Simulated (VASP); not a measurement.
Here is the system:

```
HgO
1.0
    0.00000     2.60737     2.60737
    2.60737     0.00000     2.60737
    2.60737     2.60737     0.00000
Hg O
1 1
Direct
  0.00000   0.00000   0.00000
  0.25000   0.25000   0.25000
```

Computed with PBEsol GGA, VASP's PBE PAW potentials (set 64) (plane waves; VASP). Run with 620 eV cut-off, 12×12×12 Γ-centred mesh, first-order Methfessel-Paxton smearing of 0.10 eV, potentials Hg O.

Unless said otherwise, spin-orbit coupling is left out, though it shifts the bands of the heavy elements here.

Task: What does the run give for the energy per atom (σ→0), band gap (on the k-mesh) with the smallest direct gap where there is one?

Result: 
```json
{
 "band gap (on the k-mesh)": "none (metal, semimetal or under 0.01 eV)",
 "energy per atom (σ→0)": "-3.077 eV/atom"
}
```

Only differences to runs with the same potentials and settings are physical.

The structure was generated: HgO was put into the zinc blende type (F-43m), which need not be its known phase. It was relaxed first, which changed the volume by +48 %.
